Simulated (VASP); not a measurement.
Here is the system:

```xyz
4
Lattice="3.5038 0.0000 0.0000 0.0000 3.5038 0.0000 0.0000 0.0000 3.5038" Properties=species:S:1:pos:R:3 pbc="T T T"
Fe     0.0000     0.0000     0.0000
Ni     0.0000     1.7519     1.7519
Ni     1.7519     0.0000     1.7519
Ni     1.7519     1.7519     0.0000
```
Starting moments (μB, in the order of the record's atoms Fe Ni Ni Ni): 3.2 0.7 0.7 0.7.

Calculation: r2SCAN+rVV10, VASP's PBE PAW potentials (set 64) (plane waves; VASP). Run with 520 eV cut-off, 10×10×10 Γ-centred mesh, tetrahedra with Blöchl corrections, potentials Fe Ni.

The cores are frozen, which limits the accuracy of field gradients.

Problem. Give the principal components of the electric field gradient (V/Å²) and the asymmetry η at each nucleus.

Solution. 
```tsv
atom	Vxx	Vyy	Vzz	η
Fe1	0.0	0.0	0.0	-
Ni2	-6.3	-6.3	12.6	0.00
Ni3	-6.3	-6.3	12.6	0.00
Ni4	-6.3	-6.3	12.6	0.00
```

The compound is Ni3Fe in the L1_2 structure. It was relaxed first.
